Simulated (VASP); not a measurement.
The input files of a VASP run:

### POSCAR
```
PdIn
1.0
  3.2715451328   0.0000000000   0.0000000000
  0.0000000000   3.2879028585   0.0000000000
  0.0000000000   0.0000000000   3.2715451328
In Pd
1 1
Cart
  1.6357725664   1.6439514292   1.6357725664
  0.0000000000   0.0000000000   0.0000000000
```

**KPOINTS**
```
Regular mesh
0
G
10 10 10
```

### INCAR
```
! general
SYSTEM   =  PdIn
PREC     =  Accurate
ENCUT    =  480
LREAL    =  F
LASPH    =  T

! electronic loop
EDIFF    =  1E-7
NELM     =  100
ALGO     =  Normal
LMAXMIX  =  4
LMIXTAU  =  T

! smearing
ISMEAR   =  1
SIGMA    =  0.1

! functional
METAGGA  =  R2SCAN

! ions
ISIF     =  2

! output
LWAVE    =  F
LCHARG   =  F
```

POTCAR, in this order: In_d Pd (PBE.64 set). Program: vasp_std.

**Question.** Translate this r2SCAN calculation to Ansatz.

**Answer.** One equivalent input (not run):
Ansatz 0.2 input:
```yaml
crystal:
  lattice:
    - [3.2715451, 0.0000000, 0.0000000]
    - [0.0000000, 3.2879029, 0.0000000]
    - [0.0000000, 0.0000000, 3.2715451]
  atoms:
    - { symbol: In, position: [0.5000000, 0.5000000, 0.5000000] }
    - { symbol: Pd, position: [0.0000000, 0.0000000, 0.0000000] }
kpoints:
  mp_grid: { grid: [10, 10, 10] }
hamiltonian:
  xc: r2scan
  pseudopotentials: { kind: paw }
scf:
  occupations: { method: methfessel_paxton, width: 0.1 }
  max_iter: 100
output: { forces: true, stress: true, eigenvalues: true }
```
Limits of the translation: each code has its own PAW files, so the cut-off isn't converted (ENCUT is set for VASP's; basis.ecutwfc is left out, and Ansatz then takes the one that its files recommend); Ansatz stops its SCF on the density residual and VASP on the energy change (EDIFF).

The compound is PdIn in the CsCl type structure. This cell was strained or had an atom moved on purpose.
